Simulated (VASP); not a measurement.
Wanted: the native input for a VASP 6.6.1 run.

```yaml
Task: single point
Functional: PBE
Potentials_or_basis: VASP PAW PBE potentials, release 64 (Pt, C, O)
Cutoff: 520 eV
k_mesh: 6 × 6 × 1
Occupations: gaussian, width 0.1 eV
Spin: no spin polarisation
Dipole_correction: yes
Further_INCAR_settings: LREAL = Auto; ALGO = Fast; EDIFF = 1e-06; NBANDS = 100
```

The structure of Pt16CO lies in POSCAR:

```
Pt16CO
1.0
    5.5493740188      0.0000000000      0.0000000000
    2.7746870094      4.8058988753      0.0000000000
    0.0000000000      0.0000000000     24.7965673689
Pt C O
16 1 1
Direct
    0.0000000000      0.0000000000      0.3629534631
    0.5000000000      0.0000000000      0.3629534631
    0.0000000000      0.5000000000      0.3629534631
    0.5000000000      0.5000000000      0.3629534631
    0.1666666667      0.1666666667      0.4543178210
    0.6666666667      0.1666666667      0.4543178210
    0.1666666667      0.6666666667      0.4543178210
    0.6666666667      0.6666666667      0.4543178210
   -0.1650556446      0.3325278223      0.5474706602
    0.3325278223      0.3325278223      0.5474706602
   -0.1666666667      0.8333333333      0.5493160231
    0.3325278223      0.8349443554      0.5474706602
   -0.0022035732     -0.0022035732      0.6457893373
    0.5044071464     -0.0022035732      0.6457893373
   -0.0022035732      0.5044071464      0.6457893373
    0.5000000000      0.5000000000      0.6394596517
    0.1666666667      0.1666666667      0.7003079350
    0.1666666667      0.1666666667      0.7480944979
```

The cell was built by a generator and needn't be a form met in nature.

These files were run (other wordings do the same):

INCAR

```
SYSTEM = Pt16CO
  ALGO = Fast
  DIPOL = 0.5 0.5 0.527
  EDIFF = 1E-6
  ENCUT = 520
  GGA = PE
  IDIPOL = 3
  ISIF = 2
  ISMEAR = 0
  LASPH = .True.
  LCHARG = .False.
  LDIPOL = .True.
  LREAL = Auto
  LWAVE = .False.
  NBANDS = 100
  NELM = 100
  PREC = Accurate
  SIGMA = 0.1
```

KPOINTS

```
k-points
0
Gamma
  6 6 1
  0 0 0
```

Potentials or basis: VASP PAW PBE potentials, release 64 (Pt, C, O).

The run is started by

```sh
$ cat potpaw_PBE.64/Pt/POTCAR potpaw_PBE.64/C/POTCAR potpaw_PBE.64/O/POTCAR > POTCAR
$ mpirun -np 1 vasp_std > vasp.out
```

Results of the run:

```json
{"Largest force": "0.641 eV/Å", "Band gap on the k mesh": "none (metal or under the smearing width)"}
```

Caveat: the standard files for N, O and F lose accuracy on very short bonds.

It took 14 min on 1 thread of AMD EPYC 9R45 (Zen 5), with other jobs on the host, peak memory 0.86 GiB.
